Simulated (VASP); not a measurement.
Here is the system:

```xyz
2
Lattice="1.7814 -3.0854 0.0000 1.7814 3.0854 0.0000 0.0000 0.0000 5.6269" Properties=species:S:1:pos:R:3 pbc="T T T"
Gd     1.7814     1.0285     1.4067
Gd     1.7814    -1.0285     4.2202
```

Computed with PBEsol GGA, VASP's PBE PAW potentials (set 64) (plane waves; VASP). Settings: 480 eV cut-off, 12×12×6 Γ-centred mesh, first-order Methfessel-Paxton smearing of 0.10 eV, potentials Gd_3.

The 4f electrons are frozen in the core of the lanthanide potential, so 4f levels, which can set the real gap, and their magnetism are missing. Energy and stress use the plane-wave basis of the starting cell.

The ions, cell shape and volume at an external pressure of 10.0 GPa are relaxed. Predict the relaxed structure.

```xyz
2
Lattice="1.6564 -2.8690 0.0000 1.6564 2.8690 0.0000 0.0000 0.0000 5.3921" Properties=species:S:1:pos:R:3 pbc="T T T"
Gd     1.6564     0.9563     1.3480
Gd     1.6564    -0.9563     4.0441
```
Space group P6_3/mmc (194), at a tolerance of 0.03 Å.

How do energy and volume change from the first to the last step?

The energy (σ→0) changes by +146.3 meV/atom and the volume by -17.1 %, in 10 ionic steps.

The compound is Gd in the hcp structure. This run relaxes it under an external pressure of 10 GPa. Symmetry was kept, so distortions that lower it aren't found.
